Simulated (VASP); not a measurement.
# HgPd3 (space group I4/mmm): computed properties

These are PBEsol GGA, VASP's PBE PAW potentials (set 64) (plane waves; VASP) values and carry that method's errors.

For HgPd₃, the space group is I4/mmm (139) and the cell comes out as a = b = 3.973 Å, c = 7.955 Å, α = β = γ = 90.00°. The volume per atom is 15.70 Å³/atom, the band gap (over mesh and band path) is none (metal, semimetal or under 0.01 eV) and the density comes out as 13.75 g/cm³.

```cif
data_HgPd3
_chemical_formula_sum 'Hg1 Pd3'
_space_group_name_H-M_alt 'P 1'
_space_group_IT_number 1
_cell_length_a 4.86959
_cell_length_b 4.86959
_cell_length_c 4.86959
_cell_angle_alpha 131.843
_cell_angle_beta 131.843
_cell_angle_gamma 70.476
loop_
_space_group_symop_operation_xyz
  'x, y, z'
loop_
_atom_site_label
_atom_site_type_symbol
_atom_site_fract_x
_atom_site_fract_y
_atom_site_fract_z
_atom_site_occupancy
Hg1 Hg 0.00000 0.00000 0.00000 1
Pd1 Pd 0.75000 0.25000 0.50000 1
Pd2 Pd 0.25000 0.75000 0.50000 1
Pd3 Pd 0.50000 0.50000 0.00000 1
```

Unless said otherwise, spin-orbit coupling is left out, though it shifts the bands of the heavy elements here.

The structure comes from a computed database's HgPd3 entry (I4/mmm); how it stands against other phases isn't given here. It was relaxed first. Symmetry was kept, so distortions that lower it aren't found.
